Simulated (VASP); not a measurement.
# Zn3B (Pm-3m) in VASP: elastic constants with RPBE

Aim: the elastic constants of Zn3B with RPBE.

Program: VASP 6.6.1. These are calculated values, not measurements. Logs are shortened: lines on timing, memory, paths and dates and some standing lists are left out, and cuts for length are marked.

### 1 The structure

Symmetry: Pm-3m, No. 221, cubic system. Conventional cell: a = 3.703 Å, b = 3.703 Å, c = 3.703 Å, α = 90.00°, β = 90.00°, γ = 90.00°. Zn (site symmetry 4/mmm) has 8 Zn at 2.62 Å and 4 B at 2.62 Å as nearest neighbours. B (site symmetry m-3m) has 12 Zn at 2.62 Å as nearest neighbours.

The cell was built by a generator and needn't be a form met in nature.

### 2 Elastic constants, RPBE

POSCAR reads:

```
Zn3B
1.0
    3.7032200000      0.0000000000      0.0000000000
    0.0000000000      3.7032200000      0.0000000000
    0.0000000000      0.0000000000      3.7032200000
Zn B
3 1
Direct
    0.0000000000      0.5000000000      0.5000000000
    0.5000000000      0.0000000000      0.5000000000
    0.5000000000      0.5000000000      0.0000000000
    0.0000000000      0.0000000000      0.0000000000
```

INCAR.step1 reads:

```
  ALGO = Normal
  EDIFF = 1E-8
  EDIFFG = -0.002
  ENCUT = 980
  GGA = RP
  IBRION = 2
  ISIF = 3
  ISMEAR = 1
  LASPH = True
  LCHARG = False
  LREAL = False
  LWAVE = False
  NELM = 100
  NSW = 40
  PREC = Accurate
  SIGMA = 0.2
```

INCAR.step2 reads:

```
  ALGO = Normal
  EDIFF = 1E-8
  ENCUT = 980
  GGA = RP
  IBRION = 6
  ISIF = 3
  ISMEAR = 1
  LASPH = True
  LCHARG = False
  LREAL = False
  LWAVE = False
  NELM = 100
  NFREE = 2
  NSW = 1
  POTIM = 0.015
  PREC = Accurate
  SIGMA = 0.2
```

KPOINTS reads:

```
k-points
0
Gamma
  5 5 5
```

Potentials or basis: VASP PAW PBE potentials, release 64 (Zn, B_h).

On the command line:

```console
cat potpaw_PBE.64/Zn/POTCAR potpaw_PBE.64/B_h/POTCAR > POTCAR
cp INCAR.step1 INCAR
mpirun -np 1 vasp_std > vasp.out
cp CONTCAR POSCAR
cp INCAR.step2 INCAR
mpirun -np 1 vasp_std > vasp.out
```

OUTCAR:

```text
EDIFF = 1E-8
   ENCUT = 980
   GGA = RP
   IBRION = 6
   ISIF = 3
   ISMEAR = 1
   LASPH = True
   LREAL = False
   NELM = 100
   NFREE = 2
   NSW = 1
   POTIM = 0.015
   PREC = Accurate

 ion  position               nearest neighbor table
   1  0.000  0.500  0.500-   2 2.65   3 2.65   3 2.65   2 2.65   2 2.65   3 2.65   3 2.65   2 2.65

   2  0.500  0.000  0.500-   1 2.65   3 2.65   3 2.65   1 2.65   3 2.65   3 2.65   1 2.65   1 2.65

   3  0.500  0.500  0.000-   1 2.65   2 2.65   1 2.65   2 2.65   2 2.65   2 2.65   1 2.65   1 2.65

   4  0.000  0.000  0.000-

  LATTYP: Found a simple cubic cell.
 ALAT       =     3.7542798323

  Lattice vectors:

 A1 = (   3.7542798323,   0.0000000000,   0.0000000000)
 A2 = (   0.0000000000,   3.7542798323,   0.0000000000)
 A3 = (   0.0000000000,   0.0000000000,   3.7542798323)

Analysis of symmetry for initial positions (statically):
=====================================================================
 Subroutine PRICEL returns:
 Original cell was already a primitive cell.

 Routine SETGRP: Setting up the symmetry group for a
 simple cubic supercell.

 Subroutine GETGRP returns: Found 48 space group operations
 (whereof 48 operations were pure point group operations)
 out of a pool of 48 trial point group operations.

The static configuration has the point symmetry O_h .

Analysis of symmetry for dynamics (positions and initial velocities):
=====================================================================
 Subroutine PRICEL returns:
 Original cell was already a primitive cell.

 Routine SETGRP: Setting up the symmetry group for a
 simple cubic supercell.

 Subroutine GETGRP returns: Found 48 space group operations
 (whereof 48 operations were pure point group operations)
 out of a pool of 48 trial point group operations.

The dynamic configuration has the point symmetry O_h .

 Subroutine INISYM returns: Found 48 space group operations
 (whereof 48 operations are pure point group operations),
 and found     1 'primitive' translations

----------------------------------------------------------------------------------------

                                     Primitive cell

  volume of cell :      52.9151

  direct lattice vectors                    reciprocal lattice vectors
     3.754279832  0.000000000  0.000000000     0.266362670  0.000000000  0.000000000
     0.000000000  3.754279832  0.000000000     0.000000000  0.266362670  0.000000000
     0.000000000  0.000000000  3.754279832     0.000000000  0.000000000  0.266362670

  length of vectors
     3.754279832  3.754279832  3.754279832     0.266362670  0.266362670  0.266362670

  position of ions in fractional coordinates (direct lattice)
     0.000000000  0.500000000  0.500000000
     0.500000000  0.000000000  0.500000000
     0.500000000  0.500000000  0.000000000
     0.000000000  0.000000000  0.000000000

  ion indices of the primitive-cell ions
   primitive index   ion index
                 1           1
                 2           2
                 3           3
                 4           4

----------------------------------------------------------------------------------------
[... 81 lines left out ...]
   LHFCALC =     F    Hartree Fock is set to
   AEXX    =    0.0000 exact exchange contribution
   IVDW    =     0    specifies the selected vdW correction
   LEPSILON=     F    determine dielectric tensor
   LRPA    =     F    only Hartree local field effects (RPA)
 finite differences with symmetry
 non-spin polarized calculation
 Methfessel and Paxton  Order N= 1 SIGMA  =   0.20
  energy-cutoff  :      980.00
  volume of cell :       52.92
 maximum number of plane-waves:      3743
 NGX is ok and might be reduce to    40
   NGX = 19   NGY = 19   NGZ = 19

--------------------------------------- Ionic step        1  -------------------------------------------

 number of electron      39.0000013 magnetization

 Free energy of the ion-electron system (eV)
  ---------------------------------------------------
  ext. energy  EPLUGINS =         0.00000000
  ---------------------------------------------------
  free energy    TOTEN  =        -6.08025204 eV

  energy without entropy =       -6.08124246  energy(sigma->0) =       -6.08058218

------------------------ aborting loop because EDIFF is reached ----------------------------------------

  FORCE on cell =-STRESS in cart. coord.  units (eV):
  Direction    XX          YY          ZZ          XY          YZ          ZX
  --------------------------------------------------------------------------------------
  -------------------------------------------------------------------------------------
  Total        0.0040553      0.0040553      0.0040553      0.0000000     -0.0000000     -0.0000000
  in kB        0.1227859      0.1227859      0.1227859      0.0000000     -0.0000000     -0.0000000
  external PRESSURE =       0.1227859 kB  Pullay stress =       0.0000000 kB
[... 95 lines left out ...]
  FREE ENERGIE OF THE ION-ELECTRON SYSTEM (eV)
  ---------------------------------------------------
  free  energy   TOTEN  =        -6.0770166984 eV

  energy  without entropy=       -6.0778553427  energy(sigma->0) =       -6.07729625

[... ionic steps 4 to 16 ...]

--------------------------------------- Ionic step       17  -------------------------------------------

 number of electron      39.0000012 magnetization

------------------------ aborting loop because EDIFF is reached ----------------------------------------
[... 71 lines left out ...]
--------------------------------------- Ionic step       19  -------------------------------------------

 number of electron      39.0000013 magnetization

 Free energy of the ion-electron system (eV)
  ---------------------------------------------------
  ext. energy  EPLUGINS =         0.00000000
  ---------------------------------------------------
  free energy    TOTEN  =        -6.08023929 eV

  energy without entropy =       -6.08121457  energy(sigma->0) =       -6.08056438

 E-fermi :   3.9012     XC(G=0): -11.5988

 val. band max:        3.7559348901   @ k =   0.4000   0.2000   0.0000
 cond. band min:       3.9777537574   @ k =   0.4000   0.0000   0.0000
 fundamental gap:      0.2218188673
 Fermi energy:         3.9012149132

 k-point     1 :       0.0000    0.0000    0.0000
  band No.  band energies     occupation
      1      -7.3127      2.00000
      2      -4.7508      2.00000
      3      -4.2336      2.00000
      4      -4.2336      2.00000
      5      -4.2336      2.00000
      6      -4.0327      2.00000
[... 488 lines left out ...]
  FREE ENERGIE OF THE ION-ELECTRON SYSTEM (eV)
  ---------------------------------------------------
  free  energy   TOTEN  =        -6.0802392897 eV

  energy  without entropy=       -6.0812145737  energy(sigma->0) =       -6.08056438

 INTERNAL STRAIN TENSORS FROM STRAINED CELLS
 ============================================

 INTERNAL STRAIN TENSOR FOR ION    1 for displacements in x,y,z  (eV/Angst):
          X           Y           Z          XY          YZ          ZX
  --------------------------------------------------------------------------------
  x     0.00000     0.00000     0.00000     0.00000     0.00000    -0.00000
  y     0.00000     0.00000     0.00000     0.00000     0.00000     0.00000
  z     0.00000     0.00000     0.00000     0.00000     0.00000     0.00000

 INTERNAL STRAIN TENSORS FROM DISPLACED ATOMS
 ============================================

 INTERNAL STRAIN TENSOR FOR ION    1 for displacements in x,y,z  (eV/Angst):
          X           Y           Z          XY          YZ          ZX
  --------------------------------------------------------------------------------
  x     0.00000     0.00000     0.00000     0.00000     0.00000     0.00000
  y     0.00000     0.00000     0.00000     0.00000     0.00000     0.00000
  z     0.00000     0.00000     0.00000     0.00000     0.00000     0.00000

 INTERNAL STRAIN TENSOR FOR ION    4 for displacements in x,y,z  (eV/Angst):
          X           Y           Z          XY          YZ          ZX
  --------------------------------------------------------------------------------
  x     0.00000     0.00000     0.00000     0.00000     0.00000     0.00000
  y     0.00000     0.00000     0.00000     0.00000     0.00000     0.00000
  z     0.00000     0.00000     0.00000     0.00000     0.00000     0.00000

 Eigenvectors and eigenvalues of the dynamical matrix
 ----------------------------------------------------

   1 f  =    6.264306 THz    39.359795 2PiTHz  208.954754 cm-1    25.907076 meV
             X         Y         Z           dx          dy          dz
      0.000000  1.877140  1.877140     0.764116    0.025498   -0.000000
      1.877140  0.000000  1.877140    -0.426864   -0.045643    0.000000
      1.877140  1.877140  0.000000    -0.426864    0.025498   -0.000000
      0.000000  0.000000  0.000000     0.219422   -0.013107   -0.000000
[... 71 lines left out ...]
  12 f/i=    0.030033 THz     0.188703 2PiTHz    1.001795 cm-1     0.124207 meV
             X         Y         Z           dx          dy          dz
      0.000000  1.877140  1.877140     0.549624   -0.044567   -0.011604
      1.877140  0.000000  1.877140     0.558556   -0.043855   -0.011604
      1.877140  1.877140  0.000000     0.558556   -0.044567   -0.011418
      0.000000  0.000000  0.000000     0.259214   -0.020683   -0.005385

--------------------------------------------------------------------------------------------------------

 ELASTIC MODULI CONTR FROM IONIC RELAXATION (kBar)
 Direction    XX          YY          ZZ          XY          YZ          ZX
 --------------------------------------------------------------------------------
 XX           0.0000      0.0000      0.0000      0.0000      0.0000      0.0000
 YY           0.0000      0.0000      0.0000      0.0000      0.0000      0.0000
 ZZ           0.0000      0.0000      0.0000      0.0000      0.0000      0.0000
 XY           0.0000      0.0000      0.0000      0.0000      0.0000      0.0000
 YZ           0.0000      0.0000      0.0000      0.0000      0.0000      0.0000
 ZX           0.0000      0.0000      0.0000      0.0000      0.0000      0.0000
 --------------------------------------------------------------------------------

 TOTAL ELASTIC MODULI (kBar)
 Direction    XX          YY          ZZ          XY          YZ          ZX
 --------------------------------------------------------------------------------
 XX         878.7614    930.3012    930.3012      0.0000      0.0000      0.0000
 YY         930.3012    878.7614    930.3012      0.0000      0.0000      0.0000
 ZZ         930.3012    930.3012    878.7614      0.0000     -0.0000     -0.0000
 XY           0.0000      0.0000      0.0000   -421.2972      0.0000      0.0000
 YZ           0.0000      0.0000     -0.0000      0.0000   -421.2972      0.0000
 ZX           0.0000      0.0000     -0.0000      0.0000      0.0000   -421.2972
 --------------------------------------------------------------------------------
```

It took 9.9 min on 1 thread of Intel Xeon 6975P-C (Granite Rapids), shared host; peak memory 0.37 GiB.

What came out:

```yaml
Relaxed_volume: 13.23 Å³/atom
Relaxed_cell: a = 3.754 Å, b = 3.754 Å, c = 3.754 Å, α = 90.00°, β = 90.00°, γ = 90.00°
Space_group_after_relaxing_to_0.05_Å: Pm-3m (No. 221)
Elastic_constants_C11_C12_C44: 88, 93, -42 GPa
Voigt_bulk_modulus: 91 GPa
Highest_phonon_frequency_at_Γ_LO-TO_splitting_left_out: 209 cm⁻¹
```

Step by step:
```csv
step,energy change (eV),largest force (eV/Å),pressure (GPa),volume (Å³)
1,0.0000,0.0000,4.18,50.79
2,-0.0261,0.0000,-0.57,53.26
3,-0.0267,0.0000,0.01,52.92
```

Final structure:
```cif
data_structure
_symmetry_space_group_name_H-M 'P 1'
_symmetry_Int_Tables_number 1
_cell_length_a 3.7543
_cell_length_b 3.7543
_cell_length_c 3.7543
_cell_angle_alpha 90.000
_cell_angle_beta 90.000
_cell_angle_gamma 90.000
_cell_volume 52.92
loop_
_atom_site_label
_atom_site_type_symbol
_atom_site_fract_x
_atom_site_fract_y
_atom_site_fract_z
_atom_site_occupancy
Zn1 Zn 0.00000 0.50000 0.50000 1
Zn2 Zn 0.50000 0.00000 0.50000 1
Zn3 Zn 0.50000 0.50000 0.00000 1
B1 B 0.00000 0.00000 0.00000 1
```

Phonon frequencies in cm⁻¹ (negative: imaginary):
```
              q point                             frequencies
(0.000, 0.000, 0.000)  -1 -1 -1 30 30 30 75 75 75 209 209 209
```

Elastic tensor in Voigt notation (GPa, in the Cartesian axes of the cell as first typed):
```
 88  93  93   0   0   0
 93  88  93   0   0   0
 93  93  88   0   0   0
  0   0   0 -42   0   0
  0   0   0   0 -42   0
  0   0   0   0   0 -42
```

Clamped-ion elastic tensor (GPa):
```
 88  93  93   0   0   0
 93  88  93   0   0   0
 93  93  88   0   0   0
  0   0   0 -42   0   0
  0   0   0   0 -42   0
  0   0   0   0   0 -42
```

Caveat: the elastic tensor has a negative eigenvalue, so either the cell is unstable as it stands or the mesh is too thin; the PAW data sets were made with another functional, which shifts forces and pressure a little.

### 3 For comparison

An earlier run on the cell as given: functional PBE; potentials or basis VASP PAW PBE potentials, release 64 (Zn, B); cutoff 520 eV; k mesh 7 × 7 × 7; occupations fermi-dirac, width 0.05 eV; no spin polarisation.

* Pressure: 0.8 GPa
* Band gap on the k mesh: none (metal or under the smearing width)
